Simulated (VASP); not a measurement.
# Al15CoN16 (a cell with a defect) in VASP: further runs, part 2 of 2

VASP 6.6.1. The steps go on from the part before.

## (3) Single point, PBEsol+U, collinear spin, ferromagnetic start

Contents of INCAR:

```
ALGO     = Normal         # electronic algorithm
EDIFF    = 1E-5           # SCF threshold, eV
ENCUT    = 450            # plane-wave cutoff, eV
GGA      = PS             # functional
ISIF     = 2              # what is computed and relaxed
ISMEAR   = 0              # smearing method
ISPIN    = 2              # spin polarisation
ISYM     = 0            
KPAR     = 4            
LASPH    = True           # aspherical terms in the spheres
LCHARG   = False          # write CHGCAR
LDAU     = True           # DFT+U
LDAUJ    = 0 0 0        
LDAUL    = 2 -1 -1        # shell
LDAUPRINT= 1            
LDAUTYPE = 2            
LDAUU    = 4 0 0          # U, eV
LMAXMIX  = 4              # l up to which the mixer works
LORBIT   = 11             # projections on sites
LREAL    = Auto         
LWAVE    = False          # write WAVECAR
MAGMOM   = 2 0 0 0 0 0 0 0 0 0 0 0 0 0 0 0 0 0 0 0 0 0 0 0 0 0 0 0 0 0 0 0 # initial moments
NBANDS   = 93             # bands
NELM     = 120            # most SCF steps
PREC     = Accurate       # precision mode
SIGMA    = 0.03           # smearing width, eV
```

Contents of KPOINTS:

```
k-points
0
Gamma
  3 3 2
```

Contents of POSCAR:

```
Al15CoN16                               
1.0
    6.2200008610      0.0000000000      0.0000000000
   -3.1100004305      5.3866787572      0.0000000000
    0.0000000000      0.0000000000      9.9600000000
  Co              Al              N             
     1    15    16
Direct
     0.3347336940401443    0.1677450543209002    0.0020303404667590
     0.3338702708087025    0.1670308890221292    0.4992128747003385
     0.3372740824188699    0.6688215054038185    0.0025294420077130
     0.3344704459782102    0.6671625670947322    0.5004180786774337
     0.8330828131134288    0.1653499363307558    0.0023326531515144
     0.8337563870806194    0.1667965770978786    0.5004930338620766
     0.8335570513888769    0.6689739384284413    0.0022617405180556
     0.8342538290775317    0.6674034430080813    0.5004631443781298
     0.1666485482812472    0.3339489958250196    0.2514005718206485
     0.1672475414577860    0.3344513881215140    0.7488866775780549
     0.1671068254513372    0.8334725577970638    0.2513257336923528
     0.1676185379342625    0.8345304767328575    0.7488261447076591
     0.6670427437035732    0.3340889148218684    0.2513982971380935
     0.6673652387614563    0.3345746911375470    0.7486420548441979
     0.6673910955751585    0.8340007391975734    0.2515508706635651
     0.6673092889715647    0.8343885853793745    0.7502117978099802
     0.3332817865737605    0.1670395876802473    0.1985867587828986
     0.3339891448709544    0.1678333144554312    0.6904806988805526
     0.3342172807681419    0.6672947975262192    0.1924434141703502
     0.3349842413197793    0.6681862932529550    0.6906461977566849
     0.8334806010879888    0.1672596722036061    0.1922991993881357
     0.8334330855000419    0.1667828336739061    0.6907463884924077
     0.8339080233911740    0.6673435067475564    0.1922538285500528
     0.8338041553171558    0.6684025441910227    0.6906864591162811
     0.1666809814809187    0.3341731290288671    0.4421871522989821
     0.1638841267668255    0.3382135273830809    0.9394164686855022
     0.1671496083096814    0.8327576145520483    0.4421274526684248
     0.1644139203489351    0.8266398276736353    0.9393379356035001
     0.6681738815408501    0.3343049152122042    0.4422467545276881
     0.6757357400097946    0.3384285322204533    0.9390372294703266
     0.6675610546330187    0.8337969405129814    0.4415387977480726
     0.6680739740381958    0.8343867039662113    0.9415638078435747
```

Potentials or basis: VASP PAW PBE potentials, release 64 (Co, Al, N).

Run with:

```bash
> cat potpaw_PBE.64/Co/POTCAR potpaw_PBE.64/Al/POTCAR potpaw_PBE.64/N/POTCAR > POTCAR
> mpirun -np 4 vasp_std > vasp.out
```

Run time: 12 min. Hardware: 4 MPI ranks of Intel Xeon Platinum 8488C (Sapphire Rapids), shared host; peak memory 0.71 GiB.

It converged, with:

```
Free energy                                           : -247.0347 eV
Largest force                                         : 0.528 eV/Å
Band gap on the k mesh                                : 1.19 eV, indirect (least direct gap 1.39 eV)
Net moment                                            : 4.00 μB per cell
Site moments                                          : Co +2.93; Al +0.00, +0.01; N +0.12, +0.01, -0.00, +0.16, +0.15, +0.00 μB
Valence electrons inside the program's atomic spheres : Co 8.13; Al 0.81, 0.82; N 3.81, 3.84, 3.79, 3.80
```

Forces in eV/Å, atoms in the order of the input:
```
Co  -0.112  0.053 -0.310
Al  -0.010  0.013  0.112
Al  -0.194 -0.081 -0.239
Al  -0.003  0.001  0.027
Al  -0.010  0.190 -0.230
Al   0.002  0.008  0.025
Al   0.140 -0.082 -0.200
Al  -0.022  0.002  0.034
Al  -0.136  0.087  0.091
Al   0.047 -0.030  0.077
Al  -0.045 -0.173  0.017
Al  -0.027  0.000  0.123
Al   0.143  0.121  0.009
Al  -0.006  0.013  0.124
Al   0.013 -0.001 -0.024
Al   0.027 -0.012  0.059
N   -0.082  0.072 -0.326
N   -0.001 -0.005 -0.069
N    0.015  0.006  0.027
N   -0.015 -0.029  0.020
N    0.007 -0.019  0.033
N    0.018  0.030  0.006
N   -0.006 -0.001  0.022
N    0.021 -0.014 -0.019
N    0.024 -0.012 -0.062
N    0.240 -0.129  0.452
N   -0.004  0.039 -0.063
N    0.162  0.240  0.161
N   -0.019 -0.020 -0.073
N   -0.141 -0.272  0.166
N   -0.007  0.003 -0.010
N   -0.018  0.003  0.040
```

Levels at points of the mesh, in eV from the valence-band top:
Spin up:
```csv
k point,band 67,band 68,band 69,band 70,band 71,band 72
"(0.00, 0.00, 0.00)",-0.27,-0.04,0.00,3.63,4.68,4.70
"(0.00, 0.00, 0.50)",-0.85,-0.05,-0.02,4.44,4.44,4.47
```
Spin down:
```csv
k point,band 62,band 63,band 64,band 65,band 66,band 67,band 68,band 69
"(0.00, 0.00, 0.00)",-0.83,-0.83,-0.70,-0.67,1.39,1.56,1.83,2.40
"(0.00, 0.00, 0.50)",-1.01,-0.92,-0.86,-0.62,1.41,1.46,1.81,2.35
```

Eigenvalues of the final occupation matrices:
| site | spin | trace | eigenvalues |
| --- | --- | --- | --- |
| site 1 d | 1 | 4.95 | 0.97 0.98 1.00 1.00 1.00 |
| site 1 d | 2 | 2.14 | 0.12 0.27 0.38 0.39 0.97 |

Caveat: the PAW data sets were made with another functional, which shifts forces and pressure a little.

## (4) Single point, PBEsol+U, collinear spin, ferromagnetic start

Changes to INCAR since step 3:

```diff
@@ -16,3 +16,3 @@
 LDAUTYPE = 2            
-LDAUU    = 4 0 0          # U, eV
+LDAUU    = 6 0 0          # U, eV
 LMAXMIX  = 4              # l up to which the mixer works
@@ -24,2 +24,3 @@
 NELM     = 120            # most SCF steps
+NUPDOWN  = 2              # fixed moment
 PREC     = Accurate       # precision mode
```

KPOINTS is that of step 3.

POSCAR is that of step 3.

Run with:

```bash
> cat potpaw_PBE.64/Co/POTCAR potpaw_PBE.64/Al/POTCAR potpaw_PBE.64/N/POTCAR > POTCAR
> mpirun -np 4 vasp_std > vasp.out
```

Wall time 4.9 min (4 MPI ranks of Intel Xeon Platinum 8488C (Sapphire Rapids), shared host); peak memory 0.71 GiB.

Results (log left out):

| Property | Result |
| --- | --- |
| Free energy | -246.0696 eV |
| Largest force | 0.302 eV/Å |
| Net moment | 2.00 μB per cell |
| Site moments | Co +2.40; Al +0.00; N -0.01, -0.00, -0.12, +0.00 μB |
| Valence electrons inside the program's atomic spheres | Co 8.26; Al 0.81, 0.82; N 3.81, 3.84, 3.78 |

Forces on the atoms (eV/Å):
```
Co  -0.010  0.002  0.074
Al  -0.005  0.009 -0.040
Al  -0.034 -0.011 -0.021
Al  -0.011  0.004 -0.008
Al   0.005  0.021 -0.015
Al  -0.003  0.012 -0.011
Al   0.020 -0.016 -0.008
Al  -0.013 -0.002 -0.009
Al   0.046 -0.017 -0.001
Al  -0.018  0.011  0.009
Al  -0.002  0.045  0.007
Al  -0.001 -0.036  0.014
Al  -0.023 -0.023 -0.002
Al   0.037  0.011  0.021
Al   0.003  0.005 -0.008
Al   0.015 -0.006  0.007
N    0.018  0.009  0.184
N    0.001 -0.007  0.024
N    0.004  0.003 -0.026
N    0.009 -0.007  0.022
N    0.004 -0.008 -0.016
N    0.011 -0.001  0.009
N   -0.007  0.000 -0.017
N    0.002 -0.003  0.017
N   -0.009  0.008  0.021
N   -0.244  0.145 -0.094
N   -0.014 -0.007  0.023
N   -0.010 -0.289 -0.086
N    0.014  0.010  0.013
N    0.234  0.136 -0.080
N   -0.004  0.001 -0.004
N   -0.014  0.001  0.001
```

Eigenvalues of the final occupation matrices:
```tsv
site	spin	trace	eigenvalues
site 1 d	1	4.81	0.93 0.93 0.98 0.98 0.99
site 1 d	2	2.46	0.17 0.17 0.18 0.97 0.97
```

Caveat: the k mesh is coarse (spacing up to 0.39 Å⁻¹), so the values aren't converged; the PAW data sets were made with another functional, which shifts forces and pressure a little; the total moment is fixed, so each spin has its own Fermi level.

## (5) Overview

| task | U | fixed moment (μB) | cell | mesh quality | moment (μB) | largest force (eV/Å) |
| --- | --- | --- | --- | --- | --- | --- |
| relaxation of the atoms | Co d U = 4 eV | 2 | atoms relaxed from: atoms moved at random, drawn with an rms of 0.05 Å | coarse | 2.00 | 0.03 |
| single point | Co d U = 4 eV | - | as given | not flagged | 4.00 | 0.53 |
| single point | Co d U = 6 eV | 2 | as given | coarse | 2.00 | 0.30 |

Alike in all rows: level PBEsol+U; potentials or basis VASP PAW PBE potentials, release 64 (Co, Al, N); spin collinear, ferromagnetic start; k mesh 3 × 3 × 2; cutoff (eV) 450; smearing gaussian 0.03 eV.

Caveats: some runs use coarse meshes; the PAW data sets were made with another functional, which shifts forces and pressure a little; the total moment is fixed, so each spin has its own Fermi level (some runs).

Absolute energies hang on the potentials; compare differences alone.
